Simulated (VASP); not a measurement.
The input files of a VASP run:

KPOINTS:
```
Regular mesh
0
Gamma
14 14 8
0 0 0
```

**INCAR**
```
SYSTEM = Ru
PREC = Accurate
ENCUT = 400
EDIFF = 1E-6
NELM = 100
ALGO = Normal
LREAL = .FALSE.
LASPH = .TRUE.
ISMEAR = 1
SIGMA = 0.1
GGA = PS
LMAXMIX = 4
LWAVE = .FALSE.
LCHARG = .FALSE.
IBRION = 2
ISIF = 3
NSW = 60
EDIFFG = -0.01
```

### POSCAR
```
Ru
1
    2.6900830377    -0.0000000000    -0.0000000000
   -1.3450415189     2.3296807033     0.0000000000
    0.0000000000    -0.0000000000     4.2422301101
Ru
2
Direct
  0.3333330000   0.6666670000   0.2500000000
  0.6666670000   0.3333330000   0.7500000000
```

POTCAR, in this order: Ru_pv (PBE.64 set). Program: vasp_std.

**Question.** Translate this PBEsol calculation to Ansatz.

**Answer.** One equivalent input (not run):
Ansatz 0.2 input:
```yaml
crystal:
  lattice:
    - [2.6900830, 0.0000000, 0.0000000]
    - [-1.3450415, 2.3296807, 0.0000000]
    - [0.0000000, 0.0000000, 4.2422301]
  atoms:
    - { symbol: Ru, position: [0.3333330, 0.6666670, 0.2500000] }
    - { symbol: Ru, position: [0.6666670, 0.3333330, 0.7500000] }
kpoints:
  mp_grid: { grid: [14, 14, 8] }
hamiltonian:
  xc: pbesol
  pseudopotentials: { kind: paw }
scf:
  occupations: { method: methfessel_paxton, width: 0.1 }
  max_iter: 100
relax:
  max_steps: 60
  f_tol: 0.01
  cell: {}
output: { forces: true, stress: true, eigenvalues: true }
```
Limits of the translation: each code has its own PAW files, so the cut-off isn't converted (ENCUT is set for VASP's; basis.ecutwfc is left out, and Ansatz then takes the one that its files recommend); Ansatz stops its SCF on the density residual and VASP on the energy change (EDIFF).

The structure comes from a measured Ru entry (P6_3/mmc) of the Crystallography Open Database, whose conditions weren't checked. It was relaxed first. The start is the result of an earlier pass.
